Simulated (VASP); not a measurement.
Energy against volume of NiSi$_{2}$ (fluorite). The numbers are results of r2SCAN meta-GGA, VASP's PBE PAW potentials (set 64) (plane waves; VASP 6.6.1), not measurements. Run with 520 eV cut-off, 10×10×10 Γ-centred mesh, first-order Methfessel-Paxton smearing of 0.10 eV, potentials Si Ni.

```
V (Å³/atom)  E (eV/atom)
-----------  -----------
12.657         -10.17143
13.048         -10.17742
13.440         -10.17136
13.831         -10.15496
```

**Question.** Fit these four points and predict the energy of the run at 12.265 Å³/atom.

**Answer.** A cubic in V^(−2/3), the third-order Birch-Murnaghan form, passes through the four points with V0 = 13.04 Å³/atom and B0 = 165 GPa, and gives -10.1514 eV/atom there. The run gave -10.1526 eV/atom, -1.2 meV/atom from the fit; all five points give B0 = 160 GPa.

The compound is NiSi2 in the fluorite structure. It was relaxed first. The run is not spin-polarised, so no magnetic state was tried.
